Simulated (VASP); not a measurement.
Given:

```
CELL_PARAMETERS angstrom
      0.00000     2.06086     2.06086
      2.06086     0.00000     2.06086
      2.06086     2.06086     0.00000
ATOMIC_POSITIONS crystal
  Si 0.00000 0.00000 0.00000
  C  0.25000 0.25000 0.25000
```

Method: LDA (Ceperley-Alder, Perdew-Zunger), VASP's LDA PAW potentials (set 64) (plane waves; VASP). Settings: 620 eV cut-off, 11×11×11 Γ-centred mesh, Gaussian smearing of 0.050 eV, potentials Si C.

What does the run give for the energy per atom (σ→0), pressure?

The energy per atom (σ→0) is -8146 meV/atom and the pressure is 44.99 GPa.

The absolute energy has meaning only against runs of the same code, potentials and settings.

The compound is SiC in the zinc blende structure. It was relaxed first under an external pressure of 45 GPa.
